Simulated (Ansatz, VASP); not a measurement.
## Cross-check of AlIn between VASP and Ansatz

Aim: how closely do two programs agree when they are given the same cell, functional and k mesh? The cell is generated by rule, not measured, and may not be a known phase. The cell is taken from a series of runs on this material, whose earlier steps may have relaxed, scaled, displaced or heated it; both programs get it as it stands.

Main program and level: Ansatz 0.2.0; plane waves, with VASP 6.6.1 beside it; relaxation of cell and atoms at PBEsol and zone-centre phonons at PBEsol.

## (1) The starting structure

The structure is tetragonal, space group P4/nmm (No. 129). Conventional cell: a = 3.182 Å, b = 3.182 Å, c = 8.276 Å, α = 90.00°, β = 90.00°, γ = 90.00°. Nearest to Al lie 4 Al at 2.79 Å and 4 In at 3.07 Å. In has 4 Al at 3.07 Å and 8 In at 3.18 to 3.34 Å nearest. Farther neighbours are not listed.

## (2) Ansatz: relaxation of cell and atoms, PBEsol, pair 1

Ansatz runs on its default PAW (the set named soft_2) files.

The relaxed volume is the usual yardstick between codes: in a stiff, nearly cubic crystal its relative difference is about their pressure difference at one cell divided by the bulk modulus.

The input, input.yaml:

```yaml
crystal:
  lattice:
    - [3.1818409143, 0.0, 0.0]
    - [0.0, 3.1818409143, 0.0]
    - [0.0, 0.0, 8.2761006714]
  atoms:
    - { symbol: Al, position: [0.0, 0.5, 0.9005704106] }
    - { symbol: Al, position: [0.5, 0.0, 0.0994295894] }
    - { symbol: In, position: [0.0, 0.5, 0.351191582] }
    - { symbol: In, position: [0.5, 0.0, 0.648808418] }
kpoints:
  mp_grid: { grid: [14, 14, 6] }
hamiltonian:
  xc: pbesol
scf:
  occupations: { method: methfessel_paxton, width: 0.2 }
output:
  forces: true
  stress: true
  eigenvalues: true
relax:
  adjacent_minimum: "off"
  f_tol: 0.001
  max_steps: 60
  cell: { stress_tol: 0.01 }
```

Launch:

```bash
ansatz run input.yaml --threads 4 --pin off --max-ram 7168MiB --backend cpu --events-out ev --progress --plain --runs-dir out
```

Numbers of over 12 decimals in the logs are rounded to 6 here.

The log of the run:

```text
Engine: ansatz 0.2.0, x86_64-unknown-linux-gnu
Pseudopotentials: kind: paw
Pseudopotential: Al, paw, valence charge 3, recommended cutoff 420 eV (normal), Al.paw.azcp
Pseudopotential: In, paw, valence charge 13, recommended cutoff 420 eV (normal), In.paw.azcp
Functional definition: PBEsol
  exchange = pbesol_x
  correlation = pbesol_c
Crystal: 4 atoms, lattice volume = 83.788 Å³
Basis set: ecut = 420 eV, 1643 PW (Γ), exchange–correlation on 48×48×120 points (8 copies of the dense FFT grid, shifted against one another)
Bands: 20, of which v1, the nominal top of the filled ones, is band 16 counted from 1 (15 counted from 0)
Symmetry: 16 space group operations
Space group: P4/nmm (ITA 129), of the structure as read, at distance tolerance 4.4e-5 Å
k-points: 144 of 1176
Non-local potential: Al, projectors of the file, l = 0: 2, l = 1: 2, l = 2: 1
Non-local potential: In, projectors of the file, l = 0: 2, l = 1: 2, l = 2: 2, l = 3: 2
PAW form: soft (Blöchl's): semilocal exchange-correlation on the pseudo side does not see the compensation charge
PAW frozen core: Al, regenerated for the run's functional, and the local potential with it (the file was generated under x = pbe(κ = 0.804, μ = 0.219515), c = pbe(β = 0.066725))
PAW frozen core: In, regenerated for the run's functional, and the local potential with it (the file was generated under x = pbe(κ = 0.804, μ = 0.219515), c = pbe(β = 0.066725))
PAW one-centre angular grid: Al, 110 points (default); XC on 64 Gauss nodes
PAW one-centre angular grid: In, 590 points (default); XC on 64 Gauss nodes
Initial density: superposition of atomic densities (neutral atoms: chi_scale 0, normalization atom), corrected by the library's trained network
Initial wavefunctions: pseudopotential atomic-orbital guess
Functional: x = pbesol(κ = 0.804, μ = 0.123457), c = pbesol(β = 0.046)
SCF iter   1: F=—  HF=-12099.515059 eV  |F-HF|=—  |Δ(HF+E_count)|=         —  Δρ=2.57e-3  dr2=1.45e-2  ethr=1.77e-3  ⟨swp⟩=6.9  Hψ=32557  notcnv=0  defer=4
automatic band count: the SCF goes on with 24 bands, as 20 were too few: the levels above may hold too much charge
preconditioner: auto → Kerker (q_TF=auto, 2.324 Å⁻¹)  [metal: Δε(μ)=0.037 eV  Ē_g=14.675 eV  σ=0.200 eV  W_gap=0.15  n_scr=18 (ndim 8)  ℏωp=22.9 eV  f_vac=0.000  D(μ)=1.34/eV (n_scr^D=4)]
SCF iter   2: F=—  HF=-12099.509770 eV  |F-HF|=—  |Δ(HF+E_count)|=   5.29e-3  S|Δr|=    0.00e0  Δρ=1.58e-3  dr2=5.77e-3  ethr=4.54e-5  ⟨swp⟩=1.0  Hψ=4608  notcnv=0  defer=6
SCF iter   3: F=—  HF=-12099.508756 eV  |F-HF|=—  |Δ(HF+E_count)|=   1.01e-3  S|Δr|=    0.00e0  Δρ=8.94e-4  dr2=7.16e-4  ethr=1.80e-5  ⟨swp⟩=2.0  Hψ=5071  notcnv=0  defer=6
SCF iter   4: F=—  HF=-12099.508558 eV  |F-HF|=—  |Δ(HF+E_count)|=   1.98e-4  S|Δr|=    0.00e0  Δρ=2.18e-4  dr2=1.30e-4  ethr=2.24e-6  ⟨swp⟩=2.0  Hψ=4651  notcnv=0  defer=6
SCF iter   5: F=—  HF=-12099.508541 eV  |F-HF|=—  |Δ(HF+E_count)|=   1.72e-5  S|Δr|=    0.00e0  Δρ=1.08e-4  dr2=1.22e-5  ethr=4.05e-7  ⟨swp⟩=1.6  Hψ=3304  notcnv=0  defer=6
SCF iter   6: F=—  HF=-12099.508548 eV  |F-HF|=—  |Δ(HF+E_count)|=   7.34e-6  S|Δr|=    0.00e0  Δρ=2.94e-5  dr2=7.41e-7  ethr=3.80e-8  ⟨swp⟩=2.3  Hψ=5279  notcnv=0  defer=6
SCF iter   7: F=-12099.508548 eV  HF=-12099.508548 eV  |F-HF|=6.77e-9  |Δ(HF+E_count)|=   2.57e-7  S|Δr|=    0.00e0  Δρ=2.63e-6  dr2=8.40e-9  ethr=3.13e-10  ⟨swp⟩=7.8  Hψ=16735  notcnv=0
SCF 1 converged in 7 iterations: F = -12099.508548 eV  dr2 = 8.40e-9
  greatest PAW one-centre occupation: 0.981 electrons in one spin orbital (limit 2), on the In atom at site 3 (counted from 0), in its partial waves of l = 2
relax step   1: F+E_penalty+E_count = -12099.50854769 eV  Δ(F+E_penalty+E_count) = +0.000e0 eV  max|allowed force component| = 3.762e-2 eV/Å  Δτ_max = 0.0000 Å  P = +0.325 GPa  Ω = 83.788 Å³  (7 SCF iters, dr2 threshold 1.00e-7 eV, accepted)
[...]
relax step   3: F+E_penalty+E_count = -12099.51480308 eV  Δ(F+E_penalty+E_count) = -2.980e-4 eV  max|allowed force component| = 1.201e-2 eV/Å  Δτ_max = 0.0058 Å  P = -0.021 GPa  Ω = 84.151 Å³  energy of the carried Pulay correction = -1.001e-4 eV  (5 SCF iters, dr2 threshold 4.25e-8 eV, accepted)
[...]
relax step   4: F+E_penalty+E_count = -12099.51485874 eV  Δ(F+E_penalty+E_count) = -5.566e-5 eV  max|allowed force component| = 2.615e-3 eV/Å  Δτ_max = 0.0033 Å  P = +0.012 GPa  Ω = 84.089 Å³  energy of the carried Pulay correction = -8.280e-5 eV  (5 SCF iters, dr2 threshold 9.02e-9 eV, accepted)
[...]
relax step   5: F+E_penalty+E_count = -12099.51485492 eV  Δ(F+E_penalty+E_count) = +3.824e-6 eV  max|allowed force component| = 3.239e-4 eV/Å  Δτ_max = 0.0006 Å  P = -0.002 GPa  Ω = 84.114 Å³  energy of the carried Pulay correction = -8.980e-5 eV  (4 SCF iters, dr2 threshold 7.73e-10 eV, accepted)
[...]
relax step   6: F+E_penalty+E_count = -12099.51499416 eV  Δ(F+E_penalty+E_count) = -1.392e-4 eV  max|allowed force component| = 3.196e-4 eV/Å  Δτ_max = 0.0000 Å  P = -0.001 GPa  Ω = 84.114 Å³  stress off target by 5.59e-3 GPa  SCF on the basis re-selected at this cell (its energy is not comparable with the rows above)  (6 SCF iters)
basis re-selected at this cell: Δ(F+E_penalty+E_count) = -1.392e-4 eV, ΔP = +0.001 GPa vs the last step (what re-selecting the basis moved, of the pressure what is left beyond the Pulay correction that the steps carried, after the strain that the cell walked since its last selection, with what the two solves' SCF thresholds leave and, on support functions, any second-order correction that the steps lacked; it is no m [...]
SCF converged after 6 iterations
Stability not checked: this state was not tested for a lower state beside it, because cold or Methfessel-Paxton smearing, or corrected tetrahedra, fill the levels in a way that the test cannot read (fill_not_monotonic; see scf.lower_state_search)
Free energy (F): -12099.514994 eV
Harris-Foulkes:  -12099.514994 eV  (|F-HF|=1.82e-12)
Internal energy: -12099.518486 eV  (E = F + TS)
E sigma→0 (E₀):  -12099.515867 eV
Entropy (-TS):   0.003492 eV (0.873 meV/atom)
Fermi energy:    9.515453 eV
--- Per-component energies (eV) ---
  E_band       = -36.070571
  E_kinetic    = 528.626615
  E_local      = -2973.996979  (includes V_loc(G=0)·N_el)
  E_nonlocal   = 756.156105
  E_hartree    = 1258.926919
  E_xc         = -506.652603
  E_vxc        = -258.931245  (∫ρ·V_xc dr)
  E_paw        = -9072.958645  (= ΣΔE_a)
  E_vpaw       = -605.778940  (= ΣTr[D̂ρ^β])
  E_aug_tail   = 0.000046  (compensation charges beyond the density's cutoff)
  E_ewald      = -2090.130026
  E_core_change = 0.510083  (= ΣΔE_core)
  E_smearing   = 0.003492  (= −TS)
  E_closure    = 0.000000  (closes the sum)
  Σ components = -12099.514994   (vs F -12099.514994, Δ=0.00e0)
--- Forces (eV/Å), atoms counted from 1 ---
  atom   1  Al     0.00000000     0.00000000    -0.00031957
  atom   2  Al     0.00000000     0.00000000     0.00031957
  atom   3  In     0.00000000     0.00000000    -0.00004475
  atom   4  In     0.00000000     0.00000000     0.00004475
  max |Σ_I F_I| component: 2.98e-19 eV/Å
--- Stress (GPa, compression-positive) ---
       -0.004292       0.000000       0.000000
        0.000000      -0.004292       0.000000
        0.000000       0.000000       0.005593
  P = ⅓ Tr σ = -0.0010 GPa (-0.010 kbar)
--- Band table (eV; the first three rows and the last of 144) ---
  k-point 0: bands = [... 12 lower, 1.4440, 7.5274, 8.5487, 13.0777, 13.0777, 14.2112, 15.7432, 15.7432, ... 4 higher]
  k-point 1: bands = [... 12 lower, 2.1689, 6.5715, 9.6047, 13.1142, 13.1142, 14.2117, 15.2079, 15.2079, ... 4 higher]
  k-point 2: bands = [... 12 lower, 3.0729, 5.3563, 11.1141, 13.1992, 13.1992, 14.2128, 14.5072, 14.7677, ... 4 higher]
  k-point 143: bands = [... 12 lower, 7.2270, 7.2270, 7.6018, 7.6018, 8.4268, 8.4268, 11.0059, 11.0059, ... 4 higher]
--- Relaxed structure (5 steps of the walk, 5 accepted, 1 SCFs on fresh bases) ---
  F+E_penalty+E_count = -12099.51499416 eV   max|allowed force component| = 3.196e-4 eV/Å   (the final SCF, on the basis selected at the relaxed cell)
  cell:  # Å, volume = 84.1140 Å³
    - [3.160713, 0, 0.0]
    - [0, 3.160713, 0.0]
    - [0.0, 0.0, 8.419737]
  atoms:
    - { symbol: Al, position: [0, 0.500000, 0.900264] }
    - { symbol: Al, position: [0.500000, 0, 0.099736] }
    - { symbol: In, position: [0, 0.500000, 0.351635] }
    - { symbol: In, position: [0.500000, 0, 0.648365] }
```

## (3) VASP: relaxation of cell and atoms, PBEsol, pair 1

The same cell, functional, mesh and smearing now go to VASP, with its own data sets.

Lines of VASP's logs that name or quote its potential files are left out, and so is its time.

The input, INCAR:

```
SYSTEM = AlIn
PREC = Accurate
ENCUT = 500
EDIFF = 1E-07
NELM = 120
ISMEAR = 1
SIGMA = 0.2
LREAL = .FALSE.
ALGO = Normal
GGA = PS
NBANDS = 22
LORBIT = 11
LWAVE = .FALSE.
LCHARG = .FALSE.
ISIF = 3
IBRION = 2
NSW = 80
EDIFFG = -0.005
LASPH = .TRUE.
GGA_COMPAT = .FALSE.
NELMIN = 4
KPAR = 2
```

The input, POSCAR:

```
AlIn
1.0
    3.1818410000      0.0000000000      0.0000000000
    0.0000000000      3.1818410000      0.0000000000
    0.0000000000      0.0000000000      8.2761010000
Al In
2 2
Direct
    0.0000000000      0.4999998429      0.9005703290
    0.4999998429      0.0000000000      0.0994295502
    0.0000000000      0.4999998429      0.3511915816
    0.4999998429      0.0000000000      0.6488084184
```

The input, KPOINTS:

```
Automatic mesh
0
Gamma
14 14 6
0 0 0
```

PAW data sets: Al and In_d (PBE family, release 64).

Launch:

```bash
mpirun -np 2 vasp_std
```

The log of the run:

```text
[banner, memory and clock lines left out]
running    2 mpi-ranks, on    1 nodes
 distrk:  each k-point on    1 cores,    2 groups
 distr:  one band on    1 cores,    1 groups

 POSCAR found type information on POSCAR AlIn
 POSCAR found :  2 types and       4 ions
|                                                                             |
|               ----> ADVICE to this user running VASP <----                  |
|                                                                             |
|     You enforced a specific xc type in the INCAR file but a different       |
|     [... a line on the potential file left out ...]
|     I HOPE YOU KNOW WHAT YOU ARE DOING!                                     |
|                                                                             |

 LDA part: xc-table for (Slater+PW92), standard interpolation
 POSCAR, INCAR and KPOINTS ok, starting setup
 FFT: planning ... GRIDC
 FFT: planning ... GRID_SOFT
 FFT: planning ... GRID
 WAVECAR not read
 entering main loop
       N       E                     dE             d eps       ncg     rms          rms(c)
DAV:   1     0.229795522803E+03    0.22980E+03   -0.14524E+04  6336   0.169E+03
DAV:   2     0.213764298924E+01   -0.22766E+03   -0.22203E+03  6366   0.378E+02
DAV:   3    -0.136040115553E+02   -0.15742E+02   -0.15391E+02  7954   0.115E+02
DAV:   4    -0.140552786358E+02   -0.45127E+00   -0.45074E+00  7700   0.207E+01
DAV:   5    -0.140845936770E+02   -0.29315E-01   -0.29313E-01  9854   0.446E+00    0.469E+00
DAV:   6    -0.137876587042E+02    0.29693E+00   -0.67103E-01  8496   0.104E+01    0.240E+00
DAV:   7    -0.137602971976E+02    0.27362E-01   -0.78934E-02  7356   0.217E+00    0.939E-01
DAV:   8    -0.137512128085E+02    0.90844E-02   -0.78479E-03  9676   0.702E-01    0.270E-01
DAV:   9    -0.137500191475E+02    0.11937E-02   -0.70714E-04  7652   0.231E-01    0.688E-02
DAV:  10    -0.137499902087E+02    0.28939E-04   -0.66059E-05  8808   0.823E-02    0.269E-02
DAV:  11    -0.137499899719E+02    0.23686E-06   -0.11504E-05  9702   0.317E-02    0.126E-02
DAV:  12    -0.137499896080E+02    0.36391E-06   -0.62102E-07  7566   0.884E-03    0.714E-03
DAV:  13    -0.137499896135E+02   -0.55711E-08   -0.76129E-08  4518   0.218E-03
   1 F= -.13749990E+02 E0= -.13750787E+02  d E =-.137500E+02
[...]
2 F= -.13753764E+02 E0= -.13754822E+02  d E =-.377413E-02
[...]
3 F= -.13754889E+02 E0= -.13756168E+02  d E =-.489938E-02
[...]
4 F= -.13756378E+02 E0= -.13757519E+02  d E =-.148912E-02
[...]
5 F= -.13756398E+02 E0= -.13757481E+02  d E =-.150919E-02
 curvature:  -1.01 expect dE=-0.113E-03 dE for cont linesearch -0.490E-07
 trial: gam=-0.07833 g(F)=  0.220E-04 g(S)=  0.897E-04 ort =-0.132E-04 (trialstep = 0.122E+01)
 search vector abs. value=  0.136E-03
 bond charge predicted
       N       E                     dE             d eps       ncg     rms          rms(c)
DAV:   1    -0.137573741883E+02   -0.97606E-03   -0.26548E-02  7928   0.228E+00    0.168E-01
DAV:   2    -0.137566267994E+02    0.74739E-03   -0.19487E-03  8138   0.734E-01    0.762E-02
DAV:   3    -0.137564792082E+02    0.14759E-03   -0.38374E-04  8434   0.305E-01    0.225E-02
DAV:   4    -0.137564709242E+02    0.82839E-05   -0.35504E-05  8690   0.540E-02    0.141E-02
DAV:   5    -0.137564699158E+02    0.10084E-05   -0.38003E-06  9796   0.260E-02    0.587E-03
DAV:   6    -0.137564704332E+02   -0.51740E-06   -0.92844E-07  9466   0.924E-03    0.263E-03
DAV:   7    -0.137564704169E+02    0.16368E-07   -0.66016E-08  3690   0.387E-03
   6 F= -.13756470E+02 E0= -.13757611E+02  d E =-.722369E-04
 trial-energy change:   -0.000072  1 .order   -0.000070   -0.000138   -0.000001
 step:   1.2346(harm=  1.2359)  dis= 0.00095  next Energy=   -13.756470 (dE=-0.722E-04)
 reached required accuracy - stopping structural energy minimisation
```

OUTCAR, selected parts (step 3):

```text
ion  position               nearest neighbor table
   1  0.000  0.500  0.901-   2 2.79   2 2.79   2 2.79   2 2.79   4 3.07   4 3.07   4 3.07   4 3.07

  LATTYP: Found a simple tetragonal cell.
 ALAT       =     3.1818410000
 C/A-ratio  =     2.6010416611

 Subroutine GETGRP returns: Found 16 space group operations
 (whereof  8 operations were pure point group operations)

The static configuration has the point symmetry D_2d.
 The point group associated with its full space group is D_4h.

 Found    144 irreducible k-points:

   k-points           NKPTS =    144   k-points in BZ     NKDIM =    144   number of bands    NBANDS=     22

   dimension x,y,z NGX =    24 NGY =   24 NGZ =   60
   dimension x,y,z NGXF=    48 NGYF=   48 NGZF=  120

   ENCUT  =  500.0 eV  36.75 Ry    6.06 a.u.   5.80  5.80 15.09*2*pi/ulx,y,z

   NELECT =      32.0000    total number of electrons

 k-points in reciprocal lattice and weights: Automatic mesh
   0.00000000  0.00000000  0.00000000       0.001
   0.07142857  0.00000000  0.00000000       0.003
   0.14285714  0.00000000  0.00000000       0.003
   0.21428571  0.00000000  0.00000000       0.003
   0.28571429  0.00000000  0.00000000       0.003
   0.35714286  0.00000000  0.00000000       0.003
   0.42857143  0.00000000  0.00000000       0.003
   0.50000000  0.00000000  0.00000000       0.002
   0.07142857  0.07142857  0.00000000       0.003
[...]
0.50000000  0.42857143  0.50000000       0.003
   0.50000000  0.50000000  0.50000000       0.001

 average (electrostatic) potential at core
       1 -72.6172       2 -72.6172       3 -93.2510       4 -93.2510

 E-fermi :   7.8490

 k-point     1 :       0.0000    0.0000    0.0000
  band No.  band energies     occupation
    ...
     11      -2.5590      2.00000
     12      -0.3850      2.00000
     13      -0.2247      2.00000
     14       5.8559      2.00000
     15       6.8818      2.00000
     16      11.4186     -0.00000
     17      11.4186     -0.00000
     18      12.5645      0.00000
     19      14.0800      0.00000
     20      14.0800      0.00000
    ...

 k-point     2 :       0.0714    0.0000    0.0000
  band No.  band energies     occupation
    ...
     11      -2.4794      2.00000
     12      -0.3036      2.00000
     13      -0.1431      2.00000
     14       5.9451      2.00000
     15       6.9415      2.00000
     16      10.2111     -0.00000
     17      11.4918     -0.00000
     18      12.8571      0.00000
     19      12.9122      0.00000
     20      13.4941      0.00000
    ...

 k-point     3 :       0.1429    0.0000    0.0000
  band No.  band energies     occupation
    ...
     11      -2.2397      2.00000
     12      -0.0595      2.00000
     13       0.1012      2.00000
     14       6.2107      2.00000
     15       7.1042      2.00000
     16       8.5540     -0.00001
     17      11.0971     -0.00000
     18      11.3887     -0.00000
     19      11.7100     -0.00000
     20      13.6939      0.00000
    ...

  Total        0.0092387      0.0092387      0.0050132      0.0000000      0.0000000      0.0000000
  in kB        0.1760160      0.1760160      0.0955112      0.0000000      0.0000000      0.0000000
  external PRESSURE =       0.1491811 kB  Pullay stress =       0.0000000 kB

  energy-cutoff  :      500.00
  volume of cell :       84.10
      direct lattice vectors                 reciprocal lattice vectors
     3.160302829  0.000000000  0.000000000     0.316425373  0.000000000  0.000000000
     0.000000000  3.160302829 -0.000000000    -0.000000000  0.316425373 -0.000000000
    -0.000000000  0.000000000  8.420027809    -0.000000000  0.000000000  0.118764453

 POSITION                                       TOTAL-FORCE (eV/Angst)
 -----------------------------------------------------------------------------------
     -0.00000      1.58015      7.57885        -0.000000      0.000000      0.004888
      1.58015      0.00000      0.84117         0.000000     -0.000000     -0.004888
     -0.00000      1.58015      2.96087         0.000000     -0.000000     -0.000401
      1.58015      3.16030      5.45915         0.000000      0.000000      0.000401
 -----------------------------------------------------------------------------------
    total drift:                                0.000137      0.000171     -0.000035

  FREE ENERGIE OF THE ION-ELECTRON SYSTEM (eV)
  ---------------------------------------------------
  free  energy   TOTEN  =       -13.7564704169 eV

  energy  without entropy=      -13.7598913598  energy(sigma->0) =      -13.75761073

 reached required accuracy - stopping structural energy minimisation

 total charge
# of ion       s       p       d       tot
------------------------------------------
    1        0.459   0.296   0.000   0.755
    2        0.459   0.296   0.000   0.755
    3        0.969   0.576   9.862  11.407
    4        0.969   0.576   9.862  11.407
--------------------------------------------------
tot          2.856   1.743  19.724  24.323

[... 3 further parts left out ...]
```

CONTCAR:

```
AlIn
   1.00000000000000
     3.1603028289620978    0.0000000000000000    0.0000000000000000
     0.0000000000000000    3.1603028289620978   -0.0000000000000000
    -0.0000000000000000    0.0000000000000000    8.4200278090625282
  Al              In
     2     2
Direct
     0.0000000000000000    0.4999998429000030    0.9000983548987038
     0.4999998429000030    0.0000000000000000    0.0999015243012932
     0.0000000000000000    0.4999998429000030    0.3516466086690350
     0.4999998429000030    1.0000000000000000    0.6483533913309648
```

The run keeps the 16 symmetry operations of its start, so it cannot find a distortion of lower symmetry.

## (4) Side by side

Known differences besides the potentials themselves: the cutoff is 420 eV in Ansatz and 500 eV in VASP; Ansatz makes its cores anew for this functional, VASP keeps those of its PBE data sets; Ansatz adds a Pulay correction to the stress that steers its cell, VASP none. Total energies have different zeros and are not compared.

The two programs side by side:

| quantity | Ansatz | VASP | difference |
| --- | --- | --- | --- |
| volume (Å³) | 84.11 | 84.10 | +0.02 % |
| edge a after relaxation, in the typed setting (Å) | 3.161 | 3.160 | +0.01 % |
| edge c after relaxation, in the typed setting (Å) | 8.420 | 8.420 | +0.00 % |

[end of part 1 of 2]

[Lines on the potential files, build, host, timing and source positions are cut from VASP's logs without a mark.]

[Logs are printed without paths, hosts, clocks, repeated set-up lines and the standing remarks that a program may print on its own settings, such as how far it seeks lower states.]

[Hosts, paths, dates, database ids (printed as entryN), source tags and the programs' standing remarks are cut or masked in the printed files.]
